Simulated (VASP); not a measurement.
```
AlCo
1.0
    2.82151     0.00000     0.00000
    0.00000     2.82151     0.00000
    0.00000     0.00000     2.82151
Al Co
1 1
Cartesian
  1.41075   1.41075   1.41075
  0.00000   0.00000   0.00000
```

The numbers are results of PBE GGA with D3 dispersion (zero damping), VASP's PBE PAW potentials (set 64) (plane waves; VASP), not measurements. Numerical set-up: 520 eV cut-off, 13×13×13 Γ-centred mesh, first-order Methfessel-Paxton smearing of 0.10 eV, potentials Al Co.

Q: Estimate the energy per atom (σ→0), band gap (on the k-mesh) with the smallest direct gap where there is one.

A: 
```
Quantity                                                    Result
------------------------  ----------------------------------------
band gap (on the k-mesh)  none (metal, semimetal or under 0.01 eV)
energy per atom (σ→0)                               -6317 meV/atom
```

Only differences to runs with the same potentials and settings are physical.

The compound is CoAl in the CsCl type structure. It was relaxed first. The run is not spin-polarised, so no magnetic state was tried.
